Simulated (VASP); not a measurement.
# LiCe3 (Pm-3m) in VASP: relaxation of cell and atoms with r2SCAN

Aim: the relaxation of cell and atoms of LiCe3 with r2SCAN.

Everything below comes from runs of VASP 6.6.1. Logs are shortened: lines on timing, memory, paths and dates and some standing lists are left out, and cuts for length are marked.

### Step 1. The crystal as given

It takes space group Pm-3m (No. 221, cubic). The conventional cell has a = 4.738 Å, b = 4.738 Å, c = 4.738 Å, α = 90.00°, β = 90.00°, γ = 90.00°. Ce (site symmetry 4/mmm) has 8 Ce at 3.35 Å and 4 Li at 3.35 Å as nearest neighbours. Li (site symmetry m-3m) has 12 Ce at 3.35 Å as nearest neighbours.

The cell comes from a database or a generator and needn't be the stable form of this composition.

### Step 2. Relaxation of cell and atoms, r2SCAN, collinear spin, ferromagnetic start

The input, INCAR:

```
  PREC = Accurate
  ENCUT = 600
  EDIFF = 1E-6
  ISMEAR = 1
  SIGMA = 0.1
  LREAL = False
  LASPH = True
  NELM = 120
  ALGO = Normal
  ISIF = 3
  LWAVE = False
  LCHARG = False
  ISPIN = 2
  MAGMOM = 1 1 1 0
  LORBIT = 11
  LMAXMIX = 6
  METAGGA = R2SCAN
  LMIXTAU = True
  IBRION = 2
  NSW = 40
  EDIFFG = -0.01
```

The input, KPOINTS:

```
regular mesh
0
Gamma
  6 6 6
```

The input, POSCAR:

```
LiCe3
1.0
    4.7378700000      0.0000000000      0.0000000000
    0.0000000000      4.7378700000      0.0000000000
    0.0000000000      0.0000000000      4.7378700000
Ce Li
3 1
Direct
    0.5000000000      0.0000000000      0.5000000000
    0.0000000000      0.5000000000      0.5000000000
    0.5000000000      0.5000000000      0.0000000000
    0.0000000000      0.0000000000      0.0000000000
```

Potentials or basis: VASP PAW PBE potentials, release 64 (Ce, Li_sv).

On the command line:

```sh
cat potpaw_PBE.64/Ce/POTCAR potpaw_PBE.64/Li_sv/POTCAR > POTCAR
mpirun -np 1 vasp_std > vasp.out
```

OUTCAR:

```text
PREC = Accurate
   ENCUT = 600
   EDIFF = 1E-6
   ISMEAR = 1
   LREAL = False
   LASPH = True
   NELM = 120
   ISIF = 3
   ISPIN = 2
   LORBIT = 11
   METAGGA = R2SCAN
   IBRION = 2
   NSW = 40
   EDIFFG = -0.01

 ion  position               nearest neighbor table
   1  0.500  0.000  0.500-
   2  0.000  0.500  0.500-
   3  0.500  0.500  0.000-
   4  0.000  0.000  0.000-

  LATTYP: Found a simple cubic cell.
 ALAT       =     4.7378700000

  Lattice vectors:

 A1 = (   4.7378700000,   0.0000000000,   0.0000000000)
 A2 = (   0.0000000000,   4.7378700000,   0.0000000000)
 A3 = (   0.0000000000,   0.0000000000,   4.7378700000)

Analysis of symmetry for initial positions (statically):
=====================================================================
 Subroutine PRICEL returns:
 Original cell was already a primitive cell.

 Routine SETGRP: Setting up the symmetry group for a
 simple cubic supercell.

 Subroutine GETGRP returns: Found 48 space group operations
 (whereof 48 operations were pure point group operations)
 out of a pool of 48 trial point group operations.

The static configuration has the point symmetry O_h .

Analysis of symmetry for dynamics (positions and initial velocities):
=====================================================================
 Subroutine PRICEL returns:
 Original cell was already a primitive cell.

 Routine SETGRP: Setting up the symmetry group for a
 simple cubic supercell.

 Subroutine GETGRP returns: Found 48 space group operations
 (whereof 48 operations were pure point group operations)
 out of a pool of 48 trial point group operations.

The dynamic configuration has the point symmetry O_h .

Analysis of structural, dynamic, and magnetic symmetry:
=====================================================================
 Subroutine PRICEL returns:
 Original cell was already a primitive cell.

 Routine SETGRP: Setting up the symmetry group for a
 simple cubic supercell.

 Subroutine GETGRP returns: Found 48 space group operations
 (whereof 48 operations were pure point group operations)
 out of a pool of 48 trial point group operations.

The overall configuration has the point symmetry O_h .

 Subroutine INISYM returns: Found 48 space group operations
 (whereof 48 operations are pure point group operations),
 and found     1 'primitive' translations

----------------------------------------------------------------------------------------

                                     Primitive cell

  volume of cell :     106.3529

  direct lattice vectors                    reciprocal lattice vectors
     4.737870000  0.000000000  0.000000000     0.211065310  0.000000000  0.000000000
     0.000000000  4.737870000  0.000000000     0.000000000  0.211065310  0.000000000
     0.000000000  0.000000000  4.737870000     0.000000000  0.000000000  0.211065310

  length of vectors
     4.737870000  4.737870000  4.737870000     0.211065310  0.211065310  0.211065310

  position of ions in fractional coordinates (direct lattice)
     0.500000000  0.000000000  0.500000000
     0.000000000  0.500000000  0.500000000
     0.500000000  0.500000000  0.000000000
     0.000000000  0.000000000  0.000000000

  ion indices of the primitive-cell ions
   primitive index   ion index
                 1           1
                 2           2
                 3           3
                 4           4

----------------------------------------------------------------------------------------

 KPOINTS: regular mesh

Automatic generation of k-mesh.
 Grid dimensions read from file:
 generate k-points for:    6    6    6

 Generating k-lattice:

  Cartesian coordinates                     Fractional coordinates (reciprocal lattice)
     0.035177552  0.000000000  0.000000000     0.166666667  0.000000000  0.000000000
     0.000000000  0.035177552  0.000000000     0.000000000  0.166666667  0.000000000
     0.000000000  0.000000000  0.035177552     0.000000000  0.000000000  0.166666667

  Length of vectors
     0.035177552  0.035177552  0.035177552

  Shift w.r.t. Gamma in fractional coordinates (k-lattice)
     0.000000000  0.000000000  0.000000000

 Subroutine IBZKPT returns following result:
 ===========================================

 Found     20 irreducible k-points:

 Following reciprocal coordinates:
            Coordinates               Weight
  0.000000  0.000000  0.000000      1.000000
  0.166667  0.000000  0.000000      6.000000
  0.333333  0.000000  0.000000      6.000000
  0.500000  0.000000  0.000000      3.000000
  0.166667  0.166667  0.000000     12.000000
  0.333333  0.166667  0.000000     24.000000
[... 12 lines left out ...]
  0.500000  0.500000  0.333333      6.000000
  0.500000  0.500000  0.500000      1.000000
   k-points           NKPTS =     20   k-points in BZ     NKDIM =     20   number of bands    NBANDS=     25
   number of dos      NEDOS =    301   number of ions     NIONS =      4
   total plane-waves  NPLWV =  64000
   dimension x,y,z NGX =    40 NGY =   40 NGZ =   40
   dimension x,y,z NGXF=    80 NGYF=   80 NGZF=   80
   ions per type =               3   1
   NGX,Y,Z   is equivalent  to a cutoff of  14.04, 14.04, 14.04 a.u.
   NGXF,Y,Z  is equivalent  to a cutoff of  28.07, 28.07, 28.07 a.u.
 SYSTEM =  unknown system
   PREC   = accura    normal or accurate (medium, high low for compatibility)
   ISTART =      0    job   : 0-new  1-cont  2-samecut
   ICHARG =      2    charge: 1-file 2-atom 10-const
   ISPIN  =      2    spin polarized calculation?
   LNONCOLLINEAR =      F non collinear calculations
   LSORBIT =      F    spin-orbit coupling
   LASPH  =      T    aspherical Exc in radial PAW
   ENCUT  =  600.0 eV  44.10 Ry    6.64 a.u.   9.46  9.46  9.46*2*pi/ulx,y,z
   NELM   =    120;   NELMIN=  2; NELMDL= -5     # of ELM steps
   EDIFF  = 0.1E-05   stopping-criterion for ELM
   LREAL  =      F    real-space projection
   EDIFFG = -.1E-01   stopping-criterion for IOM
   NSW    =     40    number of steps for IOM
   IBRION =      2    ionic relax: 0-MD 1-quasi-New 2-CG
   NFREE  =      1    steps in history (QN), initial steepest desc. (CG)
   ISIF   =      3    stress and relaxation
   ISYM   =      2    0-nonsym 1-usesym 2-fastsym
   POTIM  = 0.5000    time-step for ionic-motion
   TEBEG  =    0.0;   TEEND  =   0.0 temperature during run
   PSTRESS=    0.0 pullay stress
   NELECT =      39.0000    total number of electrons
   NUPDOWN=      -1.0000    fix difference up-down
   EMIN   =  10.00;   EMAX   =-10.00  energy-range for DOS
   EFERMI =   0.00;   METHOD = LEGACY
   ISMEAR =     1;   SIGMA  =   0.10  broadening in eV -4-tet -1-fermi 0-gaus
   EFERMI_NEDOS =   21; number of points for ismear=-14 and -15
   IALGO  =     38    algorithm
   IMIX   =      4    mixing-type and parameters
     AMIX     =   0.40;   BMIX     =  1.00
     AMIX_MAG =   1.60;   BMIX_MAG =  1.00
  volume/ion in A,a.u.               =      26.59       179.43
  Fermi-wavevector in a.u.,A,eV,Ry     =   1.171781  2.214346 18.681770  1.373071
  Thomas-Fermi vector in A             =   2.308220
   LORBIT       =     11    0 simple, 1 ext, 2 COOP (PROOUT), +10 PAW based schemes
   METAGGA = R2SCAN    functional components
   LHFCALC =     F    Hartree Fock is set to
   AEXX    =    0.0000 exact exchange contribution
   IVDW    =     0    specifies the selected vdW correction
   LEPSILON=     F    determine dielectric tensor
   LRPA    =     F    only Hartree local field effects (RPA)
 conjugate gradient relaxation of ions
 spin polarized calculation
 Methfessel and Paxton  Order N= 1 SIGMA  =   0.10
  energy-cutoff  :      600.00
  volume of cell :      106.35
 maximum number of plane-waves:      3596
 NGX is ok and might be reduce to    40
   NGX = 19   NGY = 19   NGZ = 19

--------------------------------------- Ionic step        1  -------------------------------------------

 number of electron      38.9999993 magnetization       4.1217001

 Free energy of the ion-electron system (eV)
  ---------------------------------------------------
  ext. energy  EPLUGINS =         0.00000000
  ---------------------------------------------------
  free energy    TOTEN  =       -93.93800577 eV

  energy without entropy =      -93.94226850  energy(sigma->0) =      -93.93942668

------------------------ aborting loop because EDIFF is reached ----------------------------------------

  FORCE on cell =-STRESS in cart. coord.  units (eV):
  Direction    XX          YY          ZZ          XY          YZ          ZX
  --------------------------------------------------------------------------------------
  -------------------------------------------------------------------------------------
  Total        1.2370129      1.2370129      1.2370129     -0.0000000     -0.0000000      0.0000000
  in kB       18.6352576     18.6352576     18.6352576     -0.0000000     -0.0000000      0.0000000
  external PRESSURE =      18.6352576 kB  Pullay stress =       0.0000000 kB
[... 61 lines left out ...]
  energy  without entropy=      -93.9800105767  energy(sigma->0) =      -93.97756542

--------------------------------------- Ionic step        3  -------------------------------------------

 number of electron      38.9999996 magnetization       4.5397736

 Free energy of the ion-electron system (eV)
  ---------------------------------------------------
  ext. energy  EPLUGINS =         0.00000000
  ---------------------------------------------------
  free energy    TOTEN  =       -93.98371176 eV

  energy without entropy =      -93.98707743  energy(sigma->0) =      -93.98483365

 E-fermi :   6.4195     XC(G=0): -10.5568

 val. band max:        6.3973213684   @ k =   0.5000   0.0000   0.0000
 cond. band min:       6.4237699904   @ k =   0.1667   0.1667   0.0000
 fundamental gap:      0.0264486220
 Fermi energy:         6.4194500090

 spin component 1

 k-point     1 :       0.0000    0.0000    0.0000
  band No.  band energies     occupation
      1     -40.4989      1.00000
      2     -29.7481      1.00000
      3     -29.3118      1.00000
      4     -29.3118      1.00000
      5     -12.7679      1.00000
      6     -12.7678      1.00000
[... 549 lines left out ...]
     24       6.5813     -0.02221
     25       6.9599     -0.00000
 Fermi energy:         6.4194500090

 spin component 2

 k-point     1 :       0.0000    0.0000    0.0000
  band No.  band energies     occupation
      1     -40.5225      1.00000
      2     -29.1035      1.00000
      3     -28.6833      1.00000
      4     -28.6833      1.00000
      5     -12.1238      1.00000
      6     -12.1238      1.00000
[... 580 lines left out ...]
  FREE ENERGIE OF THE ION-ELECTRON SYSTEM (eV)
  ---------------------------------------------------
  free  energy   TOTEN  =       -93.9837117589 eV

  energy  without entropy=      -93.9870774278  energy(sigma->0) =      -93.98483365

 reached required accuracy - stopping structural energy minimisation

 total charge

# of ion       s       p       d       f       tot
--------------------------------------------------
    1        2.148   5.623   1.018   1.017   9.806
    2        2.148   5.623   1.018   1.017   9.806
    3        2.148   5.623   1.018   1.017   9.806
    4        2.040   0.022   0.000   0.000   2.062
--------------------------------------------------
tot          8.484  16.891   3.055   3.052  31.482

 magnetization (x)

# of ion       s       p       d       f       tot
--------------------------------------------------
    1        0.015   0.000   0.254   0.900   1.169
    2        0.015   0.000   0.254   0.900   1.169
    3        0.015   0.000   0.254   0.900   1.169
    4       -0.003  -0.000   0.000   0.000  -0.003
--------------------------------------------------
tot          0.044   0.000   0.762   2.700   3.505
```

It took 44 min on 1 thread of Intel Xeon Platinum 8375C at 2.90GHz (Ice Lake), shared host; peak memory 0.39 GiB.

Results:

```
Free energy                                           : -93.9837 eV
Relaxed volume                                        : 28.67 Å³/atom
Relaxed cell                                          : a = 4.858 Å, b = 4.858 Å, c = 4.858 Å, α = 90.00°, β = 90.00°, γ = 90.00°
Space group after relaxing (to 0.05 Å)                : Pm-3m (No. 221)
Energy gained by relaxing                             : 11.4 meV/atom
Ionic steps                                           : 3
Pressure after relaxing                               : 0.0 GPa
Band gap on the k mesh                                : none (metal or under the smearing width)
Net moment                                            : 4.54 μB per cell
Site moments                                          : Ce +1.17; Li -0.00 μB
Valence electrons inside the program's atomic spheres : Ce 9.81; Li 2.06
```

The path:
```
step  energy change (eV)  largest force (eV/Å)  pressure (GPa)  volume (Å³)
   1              0.0000                0.0000            1.86       106.35
   2             -0.0383                0.0000            0.70       111.18
   3             -0.0457                0.0000            0.00       114.67
```

Final structure:
```
CELL_PARAMETERS angstrom
4.85830 0.00000 0.00000
0.00000 4.85830 0.00000
0.00000 0.00000 4.85830
ATOMIC_POSITIONS crystal
Ce 0.50000 0.00000 0.50000
Ce 0.00000 0.50000 0.50000
Ce 0.50000 0.50000 0.00000
Li 0.00000 0.00000 0.00000
```

Caveat: the cutoff is under 1.25 times the usual one of these potentials, so pressure, stress and relaxed cells hold a basis-set (Pulay) error; the magnetic or orbital state may not be the lowest; the PAW data sets were made with another functional, which shifts forces and pressure a little; spin-orbit coupling is left out, which moves the levels of the heavy elements; without U or exact exchange the open f shell lies at the Fermi level, which spoils levels, moments and volumes.
